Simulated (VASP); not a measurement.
The input files of a VASP run:

File KPOINTS:
```
Automatic
0
G
 8 8 8
0 0 0
```

**INCAR**
```
PREC = Accurate
LCHARG = .True.
LWAVE = .False.
LORBIT = 11   # lm-projected
ISIF = 2
ENCUT = 520   # plane-wave cut-off (eV)
SYSTEM = RbCl
NEDOS = 601   # DOS grid
LREAL = .False.   # projection in real space or not
LASPH = .True.   # aspherical one-centre terms
ALGO = Normal
EDIFF = 1E-7
ISMEAR = -5
LMAXMIX = 4   # l cut-off of mixed one-centre charges
NELM = 100
```

**POSCAR**
```
RbCl
1
    0.0000000000     3.1917079214     3.1917079214
    3.1917079214     0.0000000000     3.1917079214
    3.1917079214     3.1917079214     0.0000000000
Rb Cl
1 1
Direct
  0.0000000000   0.0000000000   0.0000000000
  0.5000000000   0.5000000000   0.5000000000
```

POTCAR, in this order: Rb_sv Cl (LDA.64 set). Program: vasp_std.

**Question.** Write an equivalent input for Ansatz.

**Answer.** One equivalent input (not run):
Ansatz 0.2 input:
```yaml
crystal:
  lattice:
    - [0.0000000, 3.1917079, 3.1917079]
    - [3.1917079, 0.0000000, 3.1917079]
    - [3.1917079, 3.1917079, 0.0000000]
  atoms:
    - { symbol: Rb, position: [0.0000000, 0.0000000, 0.0000000] }
    - { symbol: Cl, position: [0.5000000, 0.5000000, 0.5000000] }
kpoints:
  mp_grid: { grid: [8, 8, 8] }
hamiltonian:
  xc: lda
  pseudopotentials: { kind: paw }
scf:
  occupations: { method: tetrahedron }
  max_iter: 100
output: { forces: true, stress: true, eigenvalues: true }
```
Limits of the translation: each code has its own PAW files, so the cut-off isn't converted (ENCUT is set for VASP's; basis.ecutwfc is left out, and Ansatz then takes the one that its files recommend); Ansatz stops its SCF on the density residual and VASP on the energy change (EDIFF); Ansatz's lda is the Perdew-Wang form, while the LDA potentials of VASP carry Perdew-Zunger's.

The compound is RbCl in the rock salt structure. It was relaxed first, which changed the volume by -9 %.
